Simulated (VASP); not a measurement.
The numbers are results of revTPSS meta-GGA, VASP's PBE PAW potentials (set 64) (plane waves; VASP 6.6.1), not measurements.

VASP ran on this input.

**POSCAR**
```
Tm
1
    1.7905529906    -3.1013288236     0.0000000000
    1.7905529906     3.1013288236     0.0000000000
    0.0000000000     0.0000000000     5.5436786380
Tm
2
Direct
  0.3333330000   0.6666670000   0.2500000000
  0.6666670000   0.3333330000   0.7500000000
```

### KPOINTS
```
Automatic mesh
0
Gamma
12 12 7
0 0 0
```

**INCAR**
```
SYSTEM  =  Tm
PREC  =  Accurate; ENCUT  =  520; LREAL  =  .False.
LASPH  =  .True.
EDIFF  =  1E-7; NELM  =  100; ALGO  =  Normal
LMAXMIX  =  6; LMIXTAU  =  .True.
ISMEAR  =  1; SIGMA  =  0.1
METAGGA  =  RTPSS
IBRION  =  2; NSW  =  30; ISIF  =  4
EDIFFG  =  -0.01
LWAVE  =  .False.; LCHARG  =  .False.
```

POTCAR, in this order: Tm_3 (PBE.64 set). Program: vasp_std.

**Question.** What will the output report for the number of irreducible k-points (NKPTS), largest plane-wave count, number of space-group operations, FFT grid (NGX, NGY, NGZ)?

**Answer.** 
The number of irreducible k-points (NKPTS) is 76 and the largest plane-wave count comes out as 1701. The number of space-group operations comes out as 24 and the FFT grid (NGX, NGY, NGZ) is 28 × 28 × 42.

The compound is Tm in the hcp structure. This cell is one point of a volume scan, at 1.06 of the reference volume. Symmetry was kept, so distortions that lower it aren't found. The 4f electrons are frozen in the core of the lanthanide potential, so 4f levels, which can set the real gap, and their magnetism are missing.
